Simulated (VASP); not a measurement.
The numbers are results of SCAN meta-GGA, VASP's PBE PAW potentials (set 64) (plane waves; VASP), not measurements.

VASP ran on this input.

KPOINTS:
```
Automatic mesh
0
Gamma
5 5 8
0 0 0
```

File POSCAR:
```
TiO2
1
    4.5008008099     0.0000000000     0.0000000000
    0.0000000000     4.5008008099     0.0000000000
    0.0000000000     0.0000000000     2.8978970749
Ti O
2 4
Direct
  0.0000000000   1.0000000000   0.0000000000
  0.5000000000   0.5000000000   0.5000000000
  0.3045508288   0.3045508288   1.0000000000
  0.8045508288   0.1954491712   0.5000000000
  0.1954491712   0.8045508288   0.5000000000
  0.6954491712   0.6954491712   0.0000000000
```

**INCAR**
```
ALGO = Normal   ! blocked Davidson
METAGGA = SCAN
LASPH = .TRUE.   ! aspherical one-centre terms
ENCUT = 520   ! plane-wave cut-off (eV)
ISIF = 4   ! ions and shape, fixed volume
EDIFFG = -0.01
LWAVE = .FALSE.
EDIFF = 1E-7   ! SCF stop (eV)
NELM = 100   ! most electronic steps
LMAXMIX = 4
LMIXTAU = .TRUE.
ISMEAR = 0   ! Gaussian
IBRION = 2
SIGMA = 0.05   ! width (eV)
SYSTEM = TiO2
NSW = 30   ! most ionic steps
LREAL = .FALSE.   ! projection in real space or not
PREC = Accurate
LCHARG = .FALSE.
```

POTCAR, in this order: Ti_sv O (PBE.64 set). Program: vasp_std.

Output of the run:

File OSZICAR:
```
       N       E                     dE             d eps       ncg     rms          rms(c)
DAV:   1     0.680791005253E+03    0.68079E+03   -0.25443E+04  1680   0.210E+03
DAV:   2     0.199416401337E+02   -0.66085E+03   -0.64050E+03  1784   0.614E+02
DAV:   3    -0.102338130674E+03   -0.12228E+03   -0.11859E+03  2664   0.228E+02
DAV:   4    -0.108374004069E+03   -0.60359E+01   -0.60245E+01  2232   0.521E+01
DAV:   5    -0.108613618286E+03   -0.23961E+00   -0.23953E+00  2364   0.909E+00    0.361E+01
DAV:   6    -0.769108599772E+02    0.31703E+02   -0.78588E+01  2108   0.113E+02    0.101E+01
DAV:   7    -0.763831499089E+02    0.52771E+00   -0.57001E+00  2164   0.197E+01    0.590E+00
DAV:   8    -0.812600847958E+02   -0.48769E+01   -0.28177E+00  1892   0.161E+01    0.246E+00
DAV:   9    -0.763360345545E+02    0.49241E+01   -0.18087E+00  1760   0.131E+01    0.123E+00
DAV:  10    -0.768897426212E+02   -0.55371E+00   -0.28590E-01  2224   0.439E+00    0.870E-01
DAV:  11    -0.769506969710E+02   -0.60954E-01   -0.32590E-02  2320   0.177E+00    0.175E+00
DAV:  12    -0.769914172357E+02   -0.40720E-01   -0.88488E-02  1892   0.321E+00    0.284E-01
DAV:  13    -0.769951895671E+02   -0.37723E-02   -0.87545E-03  2548   0.788E-01    0.123E-01
DAV:  14    -0.769963872406E+02   -0.11977E-02   -0.60411E-04  2316   0.192E-01    0.972E-02
DAV:  15    -0.769968439632E+02   -0.45672E-03   -0.18250E-03  1840   0.449E-01    0.355E-02
DAV:  16    -0.769972951403E+02   -0.45118E-03   -0.69227E-04  1924   0.281E-01    0.134E-02
DAV:  17    -0.769975205715E+02   -0.22543E-03   -0.15690E-04  1880   0.130E-01    0.112E-02
DAV:  18    -0.769975264085E+02   -0.58370E-05   -0.88991E-06  2064   0.294E-02    0.602E-03
DAV:  19    -0.769975282876E+02   -0.18791E-05   -0.29444E-06  1976   0.200E-02    0.221E-03
DAV:  20    -0.769975327193E+02   -0.44317E-05   -0.22448E-06  2112   0.152E-02    0.120E-03
DAV:  21    -0.769975329929E+02   -0.27357E-06   -0.28753E-07  1568   0.593E-03    0.522E-04
DAV:  22    -0.769975323238E+02    0.66912E-06   -0.76768E-08  1132   0.282E-03    0.221E-04
DAV:  23    -0.769975333808E+02   -0.10570E-05   -0.21779E-08  1132   0.134E-03    0.153E-04
DAV:  24    -0.769975332350E+02    0.14580E-06   -0.53865E-09  1100   0.691E-04    0.163E-04
DAV:  25    -0.769975329607E+02    0.27436E-06   -0.19136E-09  1080   0.349E-04    0.151E-04
DAV:  26    -0.769975328756E+02    0.85073E-07   -0.89173E-10  1056   0.233E-04
   1 F= -.76997533E+02 E0= -.76997533E+02  d E =-.769975E+02
       N       E                     dE             d eps       ncg     rms          rms(c)
DAV:   1    -0.770406698782E+02   -0.43137E-01   -0.94508E+00  1680   0.255E+01    0.148E+00
DAV:   2    -0.770158083383E+02    0.24862E-01   -0.32960E-01  1816   0.483E+00    0.923E-01
DAV:   3    -0.770145612111E+02    0.12471E-02   -0.45509E-02  1876   0.231E+00    0.244E-01
DAV:   4    -0.770101866752E+02    0.43745E-02   -0.15273E-02  1804   0.141E+00    0.667E-02
DAV:   5    -0.770123322221E+02   -0.21455E-02   -0.62940E-03  1764   0.881E-01    0.529E-02
DAV:   6    -0.770097252531E+02    0.26070E-02   -0.16304E-03  1780   0.514E-01    0.332E-02
DAV:   7    -0.770100112373E+02   -0.28598E-03   -0.24642E-04  1880   0.170E-01    0.946E-03
DAV:   8    -0.770097409919E+02    0.27025E-03   -0.15627E-04  1888   0.148E-01    0.620E-03
DAV:   9    -0.770097574011E+02   -0.16409E-04   -0.33501E-05  1856   0.559E-02    0.585E-03
DAV:  10    -0.770097639103E+02   -0.65091E-05   -0.30673E-06  1748   0.174E-02    0.191E-03
DAV:  11    -0.770097573230E+02    0.65873E-05   -0.23132E-06  1756   0.159E-02    0.655E-04
DAV:  12    -0.770097577507E+02   -0.42765E-06   -0.67303E-07  1576   0.846E-03    0.313E-04
DAV:  13    -0.770097575877E+02    0.16292E-06   -0.71325E-08  1020   0.319E-03    0.258E-04
DAV:  14    -0.770097575122E+02    0.75579E-07   -0.12252E-08   988   0.113E-03
   2 F= -.77009758E+02 E0= -.77009758E+02  d E =-.122246E-01
       N       E                     dE             d eps       ncg     rms          rms(c)
DAV:   1    -0.770133221066E+02   -0.35645E-02   -0.59497E-01  1680   0.639E+00    0.369E-01
DAV:   2    -0.770120859646E+02    0.12361E-02   -0.20889E-02  1832   0.122E+00    0.232E-01
DAV:   3    -0.770115112095E+02    0.57476E-03   -0.29107E-03  1876   0.574E-01    0.739E-02
DAV:   4    -0.770113618840E+02    0.14933E-03   -0.88302E-04  1828   0.325E-01    0.186E-02
DAV:   5    -0.770113516391E+02    0.10245E-04   -0.19554E-04  1800   0.145E-01    0.132E-02
DAV:   6    -0.770113724280E+02   -0.20789E-04   -0.15300E-04  1772   0.150E-01    0.842E-03
DAV:   7    -0.770113160994E+02    0.56329E-04   -0.77696E-05  1764   0.104E-01    0.252E-03
DAV:   8    -0.770113069076E+02    0.91919E-05   -0.63157E-06  1840   0.293E-02    0.148E-03
DAV:   9    -0.770113070622E+02   -0.15462E-06   -0.85146E-07  1632   0.101E-02    0.113E-03
DAV:  10    -0.770113066591E+02    0.40303E-06   -0.43039E-07  1584   0.721E-03    0.271E-04
DAV:  11    -0.770113066588E+02    0.37562E-09   -0.10545E-07  1016   0.369E-03
   3 F= -.77011307E+02 E0= -.77011307E+02  d E =-.137738E-01
       N       E                     dE             d eps       ncg     rms          rms(c)
DAV:   1    -0.770113120783E+02   -0.54192E-05   -0.21222E-03  1696   0.381E-01    0.220E-02
DAV:   2    -0.770113079402E+02    0.41381E-05   -0.74647E-05  1848   0.730E-02    0.139E-02
DAV:   3    -0.770113033111E+02    0.46292E-05   -0.10607E-05  1892   0.351E-02    0.427E-03
DAV:   4    -0.770113021640E+02    0.11471E-05   -0.34321E-06  1828   0.206E-02    0.109E-03
DAV:   5    -0.770113018347E+02    0.32932E-06   -0.83011E-07  1544   0.978E-03    0.791E-04
DAV:   6    -0.770113019034E+02   -0.68726E-07   -0.53320E-07  1508   0.893E-03
   4 F= -.77011302E+02 E0= -.77011302E+02  d E =-.137690E-01
       N       E                     dE             d eps       ncg     rms          rms(c)
DAV:   1    -0.770116312864E+02   -0.32945E-03   -0.45671E-02  1700   0.212E+00    0.129E-01
DAV:   2    -0.770115328111E+02    0.98475E-04   -0.19037E-03  1912   0.353E-01    0.774E-02
DAV:   3    -0.770115465923E+02   -0.13781E-04   -0.29791E-04  1916   0.183E-01    0.187E-02
DAV:   4    -0.770115328204E+02    0.13772E-04   -0.77590E-05  1824   0.975E-02    0.403E-03
DAV:   5    -0.770115380525E+02   -0.52321E-05   -0.18830E-05  1784   0.489E-02    0.329E-03
DAV:   6    -0.770115302894E+02    0.77632E-05   -0.46388E-06  1756   0.276E-02    0.177E-03
DAV:   7    -0.770115297666E+02    0.52280E-06   -0.80813E-07  1680   0.105E-02    0.728E-04
DAV:   8    -0.770115281544E+02    0.16122E-05   -0.41532E-07  1532   0.832E-03    0.267E-04
DAV:   9    -0.770115282073E+02   -0.52947E-07   -0.82208E-08   992   0.335E-03
   5 F= -.77011528E+02 E0= -.77011528E+02  d E =-.226304E-03
```

**OUTCAR**
```
------------------------ aborting loop because EDIFF is reached ----------------------------------------
  FORCE on cell =-STRESS in cart. coord.  units (eV):
  Direction    XX          YY          ZZ          XY          YZ          ZX
  --------------------------------------------------------------------------------------
  Total        6.0989864      6.0989864      6.1472288      0.0000000      0.0000000      0.0000000
  in kB      166.4583970    166.4583970    167.7750672      0.0000000      0.0000000      0.0000000
  external PRESSURE =     166.8972870 kB  Pullay stress =       0.0000000 kB
  volume of cell :       58.70
      direct lattice vectors                 reciprocal lattice vectors
     4.483678113 -0.000000000  0.000000000     0.223031175 -0.000000000  0.000000000
     0.000000000  4.483678113  0.000000000     0.000000000  0.223031175  0.000000000
     0.000000000  0.000000000  2.920072868     0.000000000  0.000000000  0.342457207
 POSITION                                       TOTAL-FORCE (eV/Angst)
 -----------------------------------------------------------------------------------
      0.00000     -0.00000      0.00000         0.000000      0.000000     -0.000000
      2.24184      2.24184      1.46004         0.000000      0.000000     -0.000000
      1.35792      1.35792      2.92007        -0.000438     -0.000438     -0.000000
      3.59976      0.88392      1.46004        -0.000438      0.000438      0.000000
      0.88392      3.59976      1.46004         0.000438     -0.000438     -0.000000
      3.12575      3.12575      0.00000         0.000438      0.000438      0.000000
 -----------------------------------------------------------------------------------
    total drift:                                0.000000      0.000000      0.000000
  FREE ENERGIE OF THE ION-ELECTRON SYSTEM (eV)
  ---------------------------------------------------
  free  energy   TOTEN  =       -77.0115282073 eV

  energy  without entropy=      -77.0115282073  energy(sigma->0) =      -77.01152821

 reached required accuracy - stopping structural energy minimisation
```
(Selected blocks of OUTCAR.)

**CONTCAR**
```
TiO2
   1.00000000000000
     4.4836781131447703   -0.0000000000000000    0.0000000000000000
     0.0000000000000000    4.4836781131447703    0.0000000000000000
     0.0000000000000000    0.0000000000000000    2.9200728680854162
  Ti              O
     2     4
Direct
     0.0000000000000000    0.0000000000000000    0.0000000000000000
     0.5000000000000000    0.5000000000000000    0.5000000000000000
     0.3028592174371491    0.3028592174371491    1.0000000000000000
     0.8028592174371492    0.1971407825628508    0.5000000000000000
     0.1971407825628508    0.8028592174371492    0.5000000000000000
     0.6971407825628508    0.6971407825628508    0.0000000000000000
```

The compound is TiO2 in the rutile structure. This cell is one point of a volume scan, at 0.94 of the reference volume. Symmetry was kept, so distortions that lower it aren't found.
